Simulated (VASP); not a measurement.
Shape and ions are relaxed at each volume.

Energy against volume of MgH₂ (rutile). Calculation: SCAN meta-GGA, VASP's PBE PAW potentials (set 64) (plane waves; VASP).

```
V (Å³/atom)  E (eV/atom)
-----------  -----------
9.307           -4.23191
9.604           -4.23708
9.901           -4.23887
10.198          -4.23768
10.495          -4.23390
```

Q: Fit a third-order Birch-Murnaghan equation of state.

A: 
| Quantity | Result |
|---|---|
| volume per atom | 9.92 Å^3/atom |
| bulk modulus | 52.8 GPa |
| pressure derivative of the bulk modulus | 3.55 |

The compound is MgH2 in the rutile structure. It was relaxed first.
